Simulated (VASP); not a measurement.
Consider the following.

```
CELL_PARAMETERS angstrom
      1.71651    -2.97308     0.00000
      1.71651     2.97308     0.00000
      0.00000     0.00000     5.47694
ATOMIC_POSITIONS crystal
  Tl 0.33333 0.66667 0.25000
  Tl 0.66667 0.33333 0.75000
```

Calculation: PBE GGA, VASP's PBE PAW potentials (set 64) (plane waves; VASP). Run with 300 eV cut-off, 8×8×4 Γ-centred mesh, Gaussian smearing of 0.050 eV, potentials Tl_d.

At this cut-off the stress carries a Pulay error, which pulls relaxed volumes low. Energy and stress use the plane-wave basis of the starting cell.

Q: The ions, cell shape and volume are relaxed. Predict the relaxed structure.

A: 
```
CELL_PARAMETERS angstrom
      1.79611    -3.11095     0.00000
      1.79611     3.11095     0.00000
      0.00000     0.00000     5.68749
ATOMIC_POSITIONS crystal
  Tl 0.33333 0.66667 0.25000
  Tl 0.66667 0.33333 0.75000
```
Space group P6_3/mmc (194), at a tolerance of 0.03 Å.

Q: How do energy and volume change from the first to the last step?

A: The energy (σ→0) changes by -44.3 meV/atom and the volume by +13.7 %, in 7 ionic steps.

```
step  E(σ→0) (eV)  max force (eV/Å)  pressure (GPa)  volume (Å³)
----  -----------  ----------------  --------------  -----------
1         -4.2698             0.000            4.26        55.90
2         -4.3559             0.000            0.57        62.13
3         -4.3584             0.000           -0.11        63.84
4         -4.3584             0.000            0.00        63.55
5         -4.3585             0.000           -0.01        63.56
6         -4.3585             0.000           -0.01        63.56
7         -4.3584             0.000           -0.01        63.56
```

The structure is a typed Tl crystal (P6_3/mmc). This run relaxes it. Symmetry was kept, so distortions that lower it aren't found. The run is one of a series of settings (EDIFFG = -0.01, IBRION = 2, ISIF = 3, NSW = 50 against the base run), some of them coarse on purpose.
